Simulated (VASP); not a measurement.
# BiN (Pm-3m) in VASP: phonons with PBEsol

Aim: the phonons of BiN with PBEsol.

Everything below comes from runs of VASP 6.6.1. Logs are shortened: lines on timing, memory, paths and dates and some standing lists are left out, and cuts for length are marked.

### 1 The crystal as given

It takes space group Pm-3m (No. 221, cubic). Conventional cell: a = 3.139 Å, b = 3.139 Å, c = 3.139 Å, α = 90.00°, β = 90.00°, γ = 90.00°. Bi (site symmetry m-3m) has 8 N at 2.72 Å as nearest neighbours. N (site symmetry m-3m) is surrounded by 8 Bi at 2.72 Å.

The cell comes from a database or a generator and needn't be the stable form of this composition.

### 2 Phonons, PBEsol

INCAR

```
PREC = Accurate
ENCUT = 520
EDIFF = 1E-8
ISMEAR = -1
SIGMA = 0.15
LREAL = False
LASPH = True
NELM = 100
ALGO = Normal
ISIF = 2
LWAVE = False
LCHARG = True
GGA = PS
IBRION = 8
NSW = 1
```

KPOINTS

```
regular mesh
0
Gamma
  14 14 14
```

POSCAR

```
BiN
1.0
    3.1386000000      0.0000000000      0.0000000000
    0.0000000000      3.1386000000      0.0000000000
    0.0000000000      0.0000000000      3.1386000000
Bi N
1 1
Direct
    0.0000000000      0.0000000000      0.0000000000
    0.5000000000      0.5000000000      0.5000000000
```

Potentials or basis: VASP PAW PBE potentials, release 64 (Bi_d, N).

Launch:

```
cat potpaw_PBE.64/Bi_d/POTCAR potpaw_PBE.64/N/POTCAR > POTCAR
mpirun -np 1 vasp_std > vasp.out
```

OUTCAR:

```text
PREC = Accurate
   ENCUT = 520
   EDIFF = 1E-8
   ISMEAR = -1
   LREAL = False
   LASPH = True
   NELM = 100
   ISIF = 2
   GGA = PS
   IBRION = 8
   NSW = 1

 ion  position               nearest neighbor table
   1  0.000  0.000  0.000-   2 2.72   2 2.72   2 2.72   2 2.72   2 2.72   2 2.72   2 2.72   2 2.72

   2  0.500  0.500  0.500-   1 2.72   1 2.72   1 2.72   1 2.72   1 2.72   1 2.72   1 2.72   1 2.72

  LATTYP: Found a simple cubic cell.
 ALAT       =     3.1386000000

  Lattice vectors:

 A1 = (   3.1386000000,   0.0000000000,   0.0000000000)
 A2 = (   0.0000000000,   3.1386000000,   0.0000000000)
 A3 = (   0.0000000000,   0.0000000000,   3.1386000000)

Analysis of symmetry for initial positions (statically):
=====================================================================
 Subroutine PRICEL returns:
 Original cell was already a primitive cell.

 Routine SETGRP: Setting up the symmetry group for a
 simple cubic supercell.

 Subroutine GETGRP returns: Found 48 space group operations
 (whereof 48 operations were pure point group operations)
 out of a pool of 48 trial point group operations.

The static configuration has the point symmetry O_h .

Analysis of symmetry for dynamics (positions and initial velocities):
=====================================================================
 Subroutine PRICEL returns:
 Original cell was already a primitive cell.

 Routine SETGRP: Setting up the symmetry group for a
 simple cubic supercell.

 Subroutine GETGRP returns: Found 48 space group operations
 (whereof 48 operations were pure point group operations)
 out of a pool of 48 trial point group operations.

The dynamic configuration has the point symmetry O_h .

 Subroutine INISYM returns: Found 48 space group operations
 (whereof 48 operations are pure point group operations),
 and found     1 'primitive' translations

----------------------------------------------------------------------------------------

                                     Primitive cell

  volume of cell :      30.9178

  direct lattice vectors                    reciprocal lattice vectors
     3.138600000  0.000000000  0.000000000     0.318613395  0.000000000  0.000000000
     0.000000000  3.138600000  0.000000000     0.000000000  0.318613395  0.000000000
     0.000000000  0.000000000  3.138600000     0.000000000  0.000000000  0.318613395

  length of vectors
     3.138600000  3.138600000  3.138600000     0.318613395  0.318613395  0.318613395

  position of ions in fractional coordinates (direct lattice)
     0.000000000  0.000000000  0.000000000
     0.500000000  0.500000000  0.500000000

  ion indices of the primitive-cell ions
   primitive index   ion index
                 1           1
                 2           2

----------------------------------------------------------------------------------------

 KPOINTS: regular mesh

Automatic generation of k-mesh.
 Grid dimensions read from file:
 generate k-points for:   14   14   14

 Generating k-lattice:

  Cartesian coordinates                     Fractional coordinates (reciprocal lattice)
     0.022758100  0.000000000  0.000000000     0.071428571  0.000000000  0.000000000
     0.000000000  0.022758100  0.000000000     0.000000000  0.071428571  0.000000000
     0.000000000  0.000000000  0.022758100     0.000000000  0.000000000  0.071428571

  Length of vectors
     0.022758100  0.022758100  0.022758100
[... 81 lines left out ...]
   AEXX    =    0.0000 exact exchange contribution
   IVDW    =     0    specifies the selected vdW correction
   LEPSILON=     F    determine dielectric tensor
   LRPA    =     F    only Hartree local field effects (RPA)
 non-spin polarized calculation
  energy-cutoff  :      520.00
  volume of cell :       30.92
 maximum number of plane-waves:       858
 NGX is ok and might be reduce to    24
   NGX = 11   NGY = 11   NGZ = 11

--------------------------------------- Ionic step        1  -------------------------------------------

 number of electron      19.9999992 magnetization

 Free energy of the ion-electron system (eV)
  ---------------------------------------------------
  ext. energy  EPLUGINS =         0.00000000
  ---------------------------------------------------
  free energy    TOTEN  =       -10.49103221 eV

  energy without entropy =      -10.42521417  energy(sigma->0) =      -10.45812319

 E-fermi :   9.5588     XC(G=0): -12.0477

 val. band max:        9.5536757199   @ k =   0.4286   0.4286   0.3571
 cond. band min:       9.5617814096   @ k =   0.4286   0.0714   0.0714
 fundamental gap:      0.0081056897
 Fermi energy:         9.5588438375

 k-point     1 :       0.0000    0.0000    0.0000
  band No.  band energies     occupation
      1     -13.8493      2.00000
      2     -13.8493      2.00000
      3     -13.3460      2.00000
      4     -13.3460      2.00000
      5     -13.3460      2.00000
      6      -7.0074      2.00000
      7       1.2868      2.00000
      8       7.5383      2.00000
      9       7.5383      2.00000
     10       7.5383      2.00000
     11      16.8241      0.00000
     12      16.8241      0.00000
     13      16.8355      0.00000
     14      16.8396      0.00000
[... 377 lines left out ...]
      1     -13.7437      2.00000
      2     -13.5244      2.00000
      3     -13.4841      2.00000
      4     -13.4421      2.00000
      5     -13.3838      2.00000
      6      -4.6274      2.00000
      7      -1.1280      2.00000
      8       5.2975      2.00000
      9       8.7217      1.99249
     10       8.8899      1.97714
     11      10.9873      0.00015
     12      13.9430      0.00000
     13      15.6311      0.00000
     14      19.5714      0.00000

 [... further k-points ...]
[... 5 lines left out ...]
  --------------------------------------------------------------------------------------
  -------------------------------------------------------------------------------------
  Total        0.0405357      0.0405357      0.0405357     -0.0000000      0.0000000     -0.0000000
  in kB        2.1005878      2.1005878      2.1005878     -0.0000000      0.0000000     -0.0000000
  external PRESSURE =       2.1005878 kB  Pullay stress =       0.0000000 kB

 VOLUME and BASIS-vectors are now :
 -----------------------------------------------------------------------------
  energy-cutoff  :      520.00
  volume of cell :       30.92
      direct lattice vectors                 reciprocal lattice vectors
     3.138600000  0.000000000  0.000000000     0.318613395  0.000000000  0.000000000
     0.000000000  3.138600000  0.000000000     0.000000000  0.318613395  0.000000000
     0.000000000  0.000000000  3.138600000     0.000000000  0.000000000  0.318613395

 POSITION                                       TOTAL-FORCE (eV/Angst)
 -----------------------------------------------------------------------------------
      0.00000      0.00000      0.00000         0.000000      0.000000      0.000000
      1.56930      1.56930      1.56930         0.000000      0.000000      0.000000
 -----------------------------------------------------------------------------------
    total drift:                                0.000000      0.000000     -0.000000

  FREE ENERGIE OF THE ION-ELECTRON SYSTEM (eV)
  ---------------------------------------------------
  free  energy   TOTEN  =       -10.4910322146 eV

  energy  without entropy=      -10.4252141729  energy(sigma->0) =      -10.45812319

[... ionic steps 2 to 3 ...]

--------------------------------------- Ionic step        4  -------------------------------------------

------------------------ aborting loop because EDIFF is reached ----------------------------------------

[... ionic steps 5 to 6 ...]

--------------------------------------- Ionic step        7  -------------------------------------------

 Free energy of the ion-electron system (eV)
  ---------------------------------------------------
  ---------------------------------------------------
  free energy    TOTEN  =        -0.22396214 eV

  energy without entropy =       -0.22396214

------------------------ aborting loop because EDIFF is reached ----------------------------------------

 INTERNAL STRAIN TENSOR  FOR ION    2  DIRECTION 1   (eV/Angst):
 -----------------------------------------------------------------------------
    -0.02212  0.00000 -0.00000
     0.00000  0.01005 -0.00000
     0.00000 -0.00000  0.01005

 INTERNAL STRAIN TENSOR FOR ION    2 for displacements in x,y,z  (eV/Angst):
          X           Y           Z          XY          YZ          ZX
  --------------------------------------------------------------------------------
  x     0.00000     0.00000     0.00000     0.00000     0.00000     0.00000
  y     0.00000     0.00000     0.00000     0.00000     0.00000     0.00000
  z     0.00000     0.00000     0.00000     0.00000     0.00000     0.00000

 SECOND DERIVATIVES (NOT SYMMETRIZED)
 ------------------------------------
               1X          1Y          1Z          2X          2Y          2Z
  1X     2.983331    0.000000    0.000000   -2.983331   -0.000000   -0.000000
  1Y     0.000000    2.983331    0.000000   -0.000000   -2.983331   -0.000000
  1Z    -0.000000    0.000000    2.983331    0.000000   -0.000000   -2.983331
  2X    -2.972925   -0.000000   -0.000000    2.972925    0.000000    0.000000
  2Y     0.000000   -2.972925   -0.000000   -0.000000    2.972925    0.000000
  2Z    -0.000000    0.000000   -2.972925    0.000000   -0.000000    2.972925

 Eigenvectors and eigenvalues of the dynamical matrix
 ----------------------------------------------------

   1 f  =    0.003159 THz     0.019848 2PiTHz    0.105370 cm-1     0.013064 meV
             X         Y         Z           dx          dy          dz
      0.000000  0.000000  0.000000     0.097381   -0.955525    0.120389
      1.569300  1.569300  1.569300     0.025250   -0.247758    0.031216
[... 21 lines left out ...]
   6 f/i=    7.442049 THz    46.759773 2PiTHz  248.240033 cm-1    30.777828 meV
             X         Y         Z           dx          dy          dz
      0.000000  0.000000  0.000000    -0.000000    0.250990   -0.000000
      1.569300  1.569300  1.569300    -0.000000   -0.967990   -0.000000

--------------------------------------------------------------------------------------------------------

 ELASTIC MODULI CONTR FROM IONIC RELAXATION (kBar)
 Direction    XX          YY          ZZ          XY          YZ          ZX
 --------------------------------------------------------------------------------
 XX           0.0000      0.0000      0.0000      0.0000      0.0000      0.0000
 YY           0.0000      0.0000      0.0000      0.0000      0.0000      0.0000
 ZZ           0.0000      0.0000      0.0000      0.0000      0.0000      0.0000
 XY           0.0000      0.0000      0.0000      0.0000      0.0000      0.0000
 YZ           0.0000      0.0000      0.0000      0.0000      0.0000      0.0000
 ZX           0.0000      0.0000      0.0000      0.0000      0.0000      0.0000
 --------------------------------------------------------------------------------
```

Run time: 2.4 min. Hardware: 1 thread of Intel Xeon Platinum 8488C (Sapphire Rapids), shared host; peak memory 0.36 GiB.

What came out:

```yaml
Highest_phonon_frequency_at_Γ_LO-TO_splitting_left_out: 0 cm⁻¹
Most_unstable_mode: 248i cm⁻¹
```

Phonon frequencies in cm⁻¹ (negative: imaginary):
```csv
q point,frequencies
"(0.000, 0.000, 0.000)",-248 -248 -248 0 0 0
```

Caveat: some modes are imaginary; the PAW data sets were made with another functional, which shifts forces and pressure a little; spin-orbit coupling is left out, which moves the levels of the heavy elements.
